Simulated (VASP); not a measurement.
Method: LDA (Ceperley-Alder, Perdew-Zunger), VASP's LDA PAW potentials (set 64) (plane waves; VASP 6.6.1).

The input files of a VASP run:

INCAR:
```
ISMEAR = 0   # Gaussian
IBRION = 2   # conjugate gradients
NELM = 100
ENCUT = 620
NSW = 40   # most ionic steps
LASPH = .TRUE.   # aspherical one-centre terms
ISIF = 3   # ions, shape and volume
PREC = Accurate
LREAL = .FALSE.   # projection in real space or not
LMAXMIX = 4   # l cut-off of mixed one-centre charges
LCHARG = .FALSE.
SYSTEM = BaZrO3
LWAVE = .FALSE.
ALGO = Normal
EDIFF = 1E-6   # SCF stop (eV)
PSTRESS = 100   # kbar
EDIFFG = -0.02   # ionic stop
SIGMA = 0.05   # width (eV)
```

File POSCAR:
```
BaZrO3
1
    4.1207961937     0.0000000000     0.0000000000
    0.0000000000     4.1207961937     0.0000000000
    0.0000000000     0.0000000000     4.1207961937
Ba Zr O
1 1 3
Direct
  0.0000000000   0.0000000000   0.0000000000
  0.5000000000   0.5000000000   0.5000000000
  0.5000000000   0.0000000000   0.5000000000
  0.0000000000   0.5000000000   0.5000000000
  0.5000000000   0.5000000000   0.0000000000
```

KPOINTS:
```
Automatic mesh
0
G
6 6 6
0 0 0
```

POTCAR, in this order: Ba_sv Zr_sv O (LDA.64 set). Program: vasp_std.

Q: What will the output report for the number of irreducible k-points (NKPTS), largest plane-wave count, number of space-group operations, FFT grid (NGX, NGY, NGZ)?

A: 
| Property | Result |
|---|---|
| number of irreducible k-points (NKPTS) | 20 |
| largest plane-wave count | 2470 |
| number of space-group operations | 48 |
| FFT grid (NGX, NGY, NGZ) | 36 × 36 × 36 |

The compound is BaZrO3 in the cubic perovskite structure. This run relaxes it under an external pressure of 10 GPa. Symmetry was kept, so distortions that lower it aren't found.
